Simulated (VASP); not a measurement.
Calculation: PBEsol GGA, VASP's PBE PAW potentials (set 64) (plane waves; VASP).

VASP ran on this input.

**KPOINTS**
```
Automatic mesh
0
Gamma
2 2 2
0 0 0
```

**POSCAR**
```
KMgF3
1
    7.9705287618     0.0000000000     0.0000000000
    0.0000000000     7.9705287618     0.0000000000
    0.0000000000     0.0000000000     7.9705287618
K Mg F
8 8 24
Direct
  0.0000000000   0.0000000000   0.0000000000
  0.0000000000   0.0000000000   0.5000000000
  0.0000000000   0.5000000000   0.0000000000
  0.0000000000   0.5000000000   0.5000000000
  0.5000000000   0.0000000000   0.0000000000
  0.5000000000   0.0000000000   0.5000000000
  0.5000000000   0.5000000000   0.0000000000
  0.5000000000   0.5000000000   0.5000000000
  0.2500000000   0.2500000000   0.2500000000
  0.2500000000   0.2500000000   0.7500000000
  0.2500000000   0.7500000000   0.2500000000
  0.2500000000   0.7500000000   0.7500000000
  0.7500000000   0.2500000000   0.2500000000
  0.7500000000   0.2500000000   0.7500000000
  0.7500000000   0.7500000000   0.2500000000
  0.7500000000   0.7500000000   0.7500000000
  0.2500000000   0.0000000000   0.2500000000
  0.2500000000   0.0000000000   0.7500000000
  0.2500000000   0.5000000000   0.2500000000
  0.2500000000   0.5000000000   0.7500000000
  0.7500000000   0.0000000000   0.2500000000
  0.7500000000   0.0000000000   0.7500000000
  0.7500000000   0.5000000000   0.2500000000
  0.7500000000   0.5000000000   0.7500000000
  0.0000000000   0.2500000000   0.2500000000
  0.0000000000   0.2500000000   0.7500000000
  0.0000000000   0.7500000000   0.2500000000
  0.0000000000   0.7500000000   0.7500000000
  0.5000000000   0.2500000000   0.2500000000
  0.5000000000   0.2500000000   0.7500000000
  0.5000000000   0.7500000000   0.2500000000
  0.5000000000   0.7500000000   0.7500000000
  0.2500000000   0.2500000000   0.0000000000
  0.2500000000   0.2500000000   0.5000000000
  0.2500000000   0.7500000000   0.0000000000
  0.2500000000   0.7500000000   0.5000000000
  0.7500000000   0.2500000000   0.0000000000
  0.7500000000   0.2500000000   0.5000000000
  0.7500000000   0.7500000000   0.0000000000
  0.7500000000   0.7500000000   0.5000000000
```

**QPOINTS**
```
k-points along high-symmetry lines
13
Line-mode
Cartesian
  0.000000   0.000000   0.000000 ! GAMMA
  0.000000   0.125462   0.000000 ! X

  0.000000   0.125462   0.000000 ! X
  0.125462   0.125462   0.000000 ! M

  0.125462   0.125462   0.000000 ! M
  0.000000   0.000000   0.000000 ! GAMMA

  0.000000   0.000000   0.000000 ! GAMMA
  0.125462   0.125462   0.125462 ! R

  0.125462   0.125462   0.125462 ! R
  0.000000   0.125462   0.000000 ! X

  0.125462   0.125462   0.125462 ! R
  0.125462   0.125462   0.000000 ! M
```

INCAR:
```
SYSTEM = KMgF3
PREC = Accurate
ENCUT = 520
EDIFF = 1E-7
NELM = 100
ALGO = Normal
LREAL = .FALSE.
LASPH = .TRUE.
ISMEAR = 0
SIGMA = 0.05
GGA = PS
LWAVE = .FALSE.
LCHARG = .FALSE.
IBRION = 6
NFREE = 2
POTIM = 0.015
NSW = 1
ISIF = 2
LPHON_DISPERSION = .TRUE.
```

POTCAR, in this order: K_sv Mg F (PBE.64 set). Program: vasp_std.

Output of the run:

OSZICAR:
```
...
DAV:  14    -0.202105049840E+03   -0.73513E-06   -0.83002E-07  1416   0.268E-03    0.138E-03
DAV:  15    -0.202105049893E+03   -0.53147E-07   -0.55620E-08   848   0.743E-04
   1 F= -.20210505E+03 E0= -.20210505E+03  d E =-.415002E-19
 Found     4 degrees of freedom:
       N       E                     dE             d eps       ncg     rms          rms(c)
DAV:   1    -0.202103562229E+03    0.14876E-02   -0.47187E-01  1890   0.114E+00    0.115E-01
DAV:   2    -0.202104711244E+03   -0.11490E-02   -0.12734E-02  1992   0.186E-01    0.446E-02
DAV:   3    -0.202104734628E+03   -0.23384E-04   -0.40387E-04  2520   0.255E-02    0.281E-02
DAV:   4    -0.202104731353E+03    0.32753E-05   -0.12402E-05  2112   0.993E-03    0.148E-02
DAV:   5    -0.202104730775E+03    0.57802E-06   -0.35448E-06  2024   0.659E-03    0.508E-03
DAV:   6    -0.202104730799E+03   -0.23942E-07   -0.96346E-07  2128   0.377E-03
   2 F= -.20210473E+03 E0= -.20210473E+03  d E =-.534676E-19
       N       E                     dE             d eps       ncg     rms          rms(c)
DAV:   1    -0.202100692645E+03    0.40381E-02   -0.15193E+00  1878   0.184E+00    0.201E-01
DAV:   2    -0.202104651190E+03   -0.39585E-02   -0.43719E-02  2007   0.335E-01    0.757E-02
DAV:   3    -0.202104742177E+03   -0.90987E-04   -0.13903E-03  2664   0.449E-02    0.481E-02
DAV:   4    -0.202104732527E+03    0.96499E-05   -0.35491E-05  2096   0.174E-02    0.236E-02
DAV:   5    -0.202104731139E+03    0.13878E-05   -0.11942E-05  2176   0.124E-02    0.721E-03
DAV:   6    -0.202104731024E+03    0.11552E-06   -0.29031E-06  2528   0.702E-03    0.405E-03
DAV:   7    -0.202104730767E+03    0.25722E-06   -0.77699E-07  1904   0.271E-03    0.131E-03
DAV:   8    -0.202104730719E+03    0.47941E-07   -0.15150E-07  1504   0.149E-03
   3 F= -.20210473E+03 E0= -.20210473E+03  d E =-.535844E-19
       N       E                     dE             d eps       ncg     rms          rms(c)
DAV:   1    -0.202102297211E+03    0.24336E-02   -0.47513E-01  1878   0.119E+00    0.704E-02
DAV:   2    -0.202103740950E+03   -0.14437E-02   -0.15603E-02  2024   0.236E-01    0.461E-02
DAV:   3    -0.202103743423E+03   -0.24736E-05   -0.36701E-04  2392   0.374E-02    0.290E-02
DAV:   4    -0.202103724291E+03    0.19133E-04   -0.91617E-05  2160   0.329E-02    0.131E-02
DAV:   5    -0.202103720337E+03    0.39534E-05   -0.17066E-05  2848   0.207E-02    0.630E-03
DAV:   6    -0.202103719934E+03    0.40329E-06   -0.87834E-06  2168   0.118E-02    0.275E-03
DAV:   7    -0.202103719899E+03    0.34732E-07   -0.12469E-06  2224   0.401E-03    0.146E-03
DAV:   8    -0.202103719847E+03    0.52460E-07   -0.25740E-07  1824   0.227E-03
   4 F= -.20210372E+03 E0= -.20210372E+03  d E =-.508105E-19
       N       E                     dE             d eps       ncg     rms          rms(c)
DAV:   1    -0.202103811279E+03   -0.91380E-04   -0.38567E-02  1898   0.486E-01    0.748E-02
DAV:   2    -0.202103850339E+03   -0.39060E-04   -0.25076E-03  2128   0.147E-01    0.596E-02
DAV:   3    -0.202103785522E+03    0.64817E-04   -0.13622E-04  2175   0.399E-02    0.384E-02
DAV:   4    -0.202103730215E+03    0.55307E-04   -0.28778E-04  2168   0.701E-02    0.279E-02
DAV:   5    -0.202103720334E+03    0.98819E-05   -0.76496E-05  2215   0.319E-02    0.107E-02
DAV:   6    -0.202103721105E+03   -0.77194E-06   -0.31884E-05  2143   0.169E-02    0.859E-03
DAV:   7    -0.202103720002E+03    0.11036E-05   -0.36627E-06  2191   0.792E-03    0.375E-03
DAV:   8    -0.202103719864E+03    0.13782E-06   -0.24625E-06  2046   0.586E-03    0.184E-03
DAV:   9    -0.202103719889E+03   -0.25368E-07   -0.32611E-07  1776   0.166E-03
   5 F= -.20210372E+03 E0= -.20210372E+03  d E =-.508376E-19
       N       E                     dE             d eps       ncg     rms          rms(c)
DAV:   1    -0.202102249268E+03    0.14706E-02   -0.17219E+00  2466   0.312E+00    0.126E-01
DAV:   2    -0.202104834096E+03   -0.25848E-02   -0.26895E-02  2758   0.355E-01    0.668E-02
DAV:   3    -0.202104762469E+03    0.71626E-04   -0.20315E-04  3256   0.379E-02    0.464E-02
DAV:   4    -0.202104693603E+03    0.68866E-04   -0.22391E-04  2864   0.566E-02    0.944E-03
DAV:   5    -0.202104697511E+03   -0.39082E-05   -0.58182E-05  2800   0.188E-02    0.820E-03
DAV:   6    -0.202104696456E+03    0.10555E-05   -0.70335E-06  3096   0.110E-02    0.411E-03
DAV:   7    -0.202104696090E+03    0.36556E-06   -0.15757E-06  2696   0.446E-03    0.272E-03
DAV:   8    -0.202104695806E+03    0.28469E-06   -0.16502E-06  2608   0.572E-03    0.157E-03
DAV:   9    -0.202104695733E+03    0.72898E-07   -0.35688E-07  2520   0.257E-03
   6 F= -.20210470E+03 E0= -.20210470E+03  d E =-.566894E-19
       N       E                     dE             d eps       ncg     rms          rms(c)
DAV:   1    -0.202098591264E+03    0.61045E-02   -0.51247E+00  2448   0.566E+00    0.178E-01
DAV:   2    -0.202105192002E+03   -0.66007E-02   -0.70013E-02  2708   0.545E-01    0.106E-01
DAV:   3    -0.202104929230E+03    0.26277E-03   -0.58684E-04  3344   0.710E-02    0.718E-02
DAV:   4    -0.202104684004E+03    0.24523E-03   -0.76403E-04  2880   0.111E-01    0.183E-02
DAV:   5    -0.202104699637E+03   -0.15633E-04   -0.20283E-04  2816   0.358E-02    0.165E-02
DAV:   6    -0.202104697034E+03    0.26031E-05   -0.29615E-05  2880   0.189E-02    0.795E-03
DAV:   7    -0.202104696194E+03    0.83969E-06   -0.34920E-06  3224   0.803E-03    0.488E-03
DAV:   8    -0.202104695712E+03    0.48204E-06   -0.24774E-06  2728   0.793E-03    0.129E-03
DAV:   9    -0.202104695721E+03   -0.85965E-08   -0.65194E-07  2768   0.301E-03
   7 F= -.20210470E+03 E0= -.20210470E+03  d E =-.407069E-19
       N       E                     dE             d eps       ncg     rms          rms(c)
DAV:   1    -0.202099914183E+03    0.47815E-02   -0.34173E+00  1852   0.453E+00    0.109E-01
DAV:   2    -0.202104071327E+03   -0.41571E-02   -0.43955E-02  2047   0.480E-01    0.698E-02
DAV:   3    -0.202103901765E+03    0.16956E-03   -0.35208E-04  2360   0.582E-02    0.445E-02
DAV:   4    -0.202103747774E+03    0.15399E-03   -0.40640E-04  2048   0.807E-02    0.110E-02
DAV:   5    -0.202103751024E+03   -0.32493E-05   -0.10728E-04  2128   0.289E-02    0.106E-02
DAV:   6    -0.202103746589E+03    0.44345E-05   -0.14315E-05  2232   0.147E-02    0.531E-03
DAV:   7    -0.202103745692E+03    0.89674E-06   -0.24462E-06  2416   0.650E-03    0.338E-03
DAV:   8    -0.202103744287E+03    0.14052E-05   -0.25179E-06  1984   0.961E-03    0.149E-03
DAV:   9    -0.202103744166E+03    0.12096E-06   -0.96728E-07  2112   0.347E-03    0.134E-03
DAV:  10    -0.202103743934E+03    0.23256E-06   -0.10794E-06  1752   0.620E-03    0.179E-03
DAV:  11    -0.202103743845E+03    0.88381E-07   -0.36010E-07  1928   0.305E-03
   8 F= -.20210374E+03 E0= -.20210374E+03  d E =-.559045E-19
       N       E                     dE             d eps       ncg     rms          rms(c)
DAV:   1    -0.202096526056E+03    0.72179E-02   -0.60194E+00  1836   0.558E+00    0.196E-01
DAV:   2    -0.202104618303E+03   -0.80922E-02   -0.87400E-02  2048   0.549E-01    0.123E-01
DAV:   3    -0.202104143438E+03    0.47487E-03   -0.66111E-04  2256   0.795E-02    0.824E-02
DAV:   4    -0.202103727780E+03    0.41566E-03   -0.13536E-03  1999   0.134E-01    0.208E-02
DAV:   5    -0.202103751268E+03   -0.23489E-04   -0.32826E-04  2120   0.439E-02    0.199E-02
DAV:   6    -0.202103746684E+03    0.45840E-05   -0.51416E-05  2095   0.227E-02    0.105E-02
DAV:   7    -0.202103744852E+03    0.18324E-05   -0.56423E-06  2296   0.992E-03    0.645E-03
DAV:   8    -0.202103743859E+03    0.99326E-06   -0.46901E-06  1983   0.967E-03    0.206E-03
DAV:   9    -0.202103743904E+03   -0.45282E-07   -0.13135E-06  1928   0.360E-03    0.211E-03
DAV:  10    -0.202103743832E+03    0.72450E-07   -0.29896E-07  1687   0.218E-03
   9 F= -.20210374E+03 E0= -.20210374E+03  d E =-.535965E-19
```

File OUTCAR:
```
------------------------ aborting loop because EDIFF is reached ----------------------------------------
  FORCE on cell =-STRESS in cart. coord.  units (eV):
  Direction    XX          YY          ZZ          XY          YZ          ZX
  --------------------------------------------------------------------------------------
  Total       -0.1374010     -0.1257862     -0.1374010      0.0000000      0.0000000      0.0000000
  in kB       -0.4347496     -0.3979990     -0.4347496      0.0000000      0.0000000      0.0000000
  external PRESSURE =      -0.4224994 kB  Pullay stress =       0.0000000 kB
  volume of cell :      506.36
      direct lattice vectors                 reciprocal lattice vectors
     7.970528762  0.000000000  0.000000000     0.125462191  0.000000000  0.000000000
     0.000000000  7.970528762  0.000000000     0.000000000  0.125462191  0.000000000
     0.000000000  0.000000000  7.970528762     0.000000000  0.000000000  0.125462191
 POSITION                                       TOTAL-FORCE (eV/Angst)
 -----------------------------------------------------------------------------------
      0.00000      0.00000      0.00000        -0.000004     -0.005011     -0.000004
      0.00000      0.00000      3.98526        -0.000004     -0.005011      0.000004
      0.00000      3.98526      0.00000         0.000008      0.003481      0.000008
      0.00000      3.98526      3.98526         0.000008      0.003481     -0.000008
      3.98526      0.00000      0.00000         0.000004     -0.005011     -0.000004
      3.98526      0.00000      3.98526         0.000004     -0.005011      0.000004
      3.98526      3.98526      0.00000        -0.000008      0.003481      0.000008
      3.98526      3.98526      3.98526        -0.000008      0.003481     -0.000008
      1.99263      1.99263      1.99263         0.000000     -0.044171      0.000000
      1.99263      1.99263      5.97790         0.000000     -0.000174      0.000000
      1.99263      5.97790      1.99263         0.000000     -0.051156     -0.000000
      1.99263      5.97790      5.97790         0.000000     -0.000215      0.000000
      5.97790      1.99263      1.99263         0.000000     -0.000174     -0.000000
      5.97790      1.99263      5.97790         0.000000      0.000024     -0.000000
      5.97790      5.97790      1.99263         0.000000     -0.000215      0.000000
      5.97790      5.97790      5.97790         0.000000     -0.000004      0.000000
      1.99263     -0.01500      1.99263         0.000000      0.173606     -0.000000
      1.99263      0.00000      5.97790         0.000000      0.003442     -0.000000
      1.99263      3.98526      1.99263         0.000000     -0.009253      0.000000
      1.99263      3.98526      5.97790         0.000000     -0.003956      0.000000
      5.97790      0.00000      1.99263         0.000000      0.003442     -0.000000
      5.97790      0.00000      5.97790         0.000000      0.001203      0.000000
      5.97790      3.98526      1.99263         0.000000     -0.003956     -0.000000
      5.97790      3.98526      5.97790         0.000000     -0.001199      0.000000
      0.00000      1.99263      1.99263         0.012267     -0.007664      0.000000
      0.00000      1.99263      5.97790         0.001179      0.000055      0.000000
      0.00000      5.97790      1.99263        -0.012480     -0.007745      0.000000
      0.00000      5.97790      5.97790        -0.001189      0.000074     -0.000000
      3.98526      1.99263      1.99263        -0.012267     -0.007664     -0.000000
      3.98526      1.99263      5.97790        -0.001179      0.000055      0.000000
      3.98526      5.97790      1.99263         0.012480     -0.007745      0.000000
      3.98526      5.97790      5.97790         0.001189      0.000074      0.000000
      1.99263      1.99263      0.00000         0.000000     -0.007664      0.012267
      1.99263      1.99263      3.98526         0.000000     -0.007664     -0.012267
      1.99263      5.97790      0.00000         0.000000     -0.007745     -0.012480
      1.99263      5.97790      3.98526         0.000000     -0.007745      0.012480
      5.97790      1.99263      0.00000         0.000000      0.000055      0.001179
      5.97790      1.99263      3.98526         0.000000      0.000055     -0.001179
      5.97790      5.97790      0.00000         0.000000      0.000074     -0.001189
      5.97790      5.97790      3.98526         0.000000      0.000074      0.001189
 -----------------------------------------------------------------------------------
    total drift:                                0.000000     -0.000688     -0.000002
  FREE ENERGIE OF THE ION-ELECTRON SYSTEM (eV)
  ---------------------------------------------------
  free  energy   TOTEN  =      -202.1037438316 eV

  energy  without entropy=     -202.1037438316  energy(sigma->0) =     -202.10374383
```
(Selected blocks of OUTCAR.)

The cell is a supercell, built from KMgF3 (cubic perovskite).
